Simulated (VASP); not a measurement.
The input files of a VASP run:

**INCAR**
```
ALGO=Normal
EDIFF=1E-7
ENCUT=480
ISIF=2
ISMEAR=1
LASPH=T
LCHARG=F
LMIXTAU=T
LREAL=F
LWAVE=F
METAGGA=R2SCAN
NELM=100
PREC=Accurate
SIGMA=0.1
SYSTEM=Be
```

### POSCAR
```
Be
3.5612630
  0.3181186552  -0.5509976262   0.0000000000
  0.3181186552   0.5509976262   0.0000000000
  0.0000000000   0.0000000000   0.9999999036
Be
2
Cartesian
  0.3181186552   0.1836662427   0.2499999759
  0.3181186552  -0.1836662427   0.7499999277
```

KPOINTS:
```
K-points
0
gamma
 18 18 10
```

POTCAR, in this order: Be (PBE.64 set). Program: vasp_std.

Task: Write an equivalent input for Ansatz.

Result: One equivalent input (not run):
Ansatz 0.2 input:
```yaml
crystal:
  lattice:
    - [1.1329042, -1.9622475, 0.0000000]
    - [1.1329042, 1.9622475, 0.0000000]
    - [0.0000000, 0.0000000, 3.5612627]
  atoms:
    - { symbol: Be, position: [0.3333330, 0.6666670, 0.2500000] }
    - { symbol: Be, position: [0.6666670, 0.3333330, 0.7500000] }
kpoints:
  mp_grid: { grid: [18, 18, 10] }
hamiltonian:
  xc: r2scan
  pseudopotentials: { kind: paw }
scf:
  occupations: { method: methfessel_paxton, width: 0.1 }
  max_iter: 100
output: { forces: true, stress: true, eigenvalues: true }
```
Limits of the translation: each code has its own PAW files, so the cut-off isn't converted (ENCUT is set for VASP's; basis.ecutwfc is left out, and Ansatz then takes the one that its files recommend); Ansatz stops its SCF on the density residual and VASP on the energy change (EDIFF).

The compound is Be in the hcp structure. It was relaxed first.
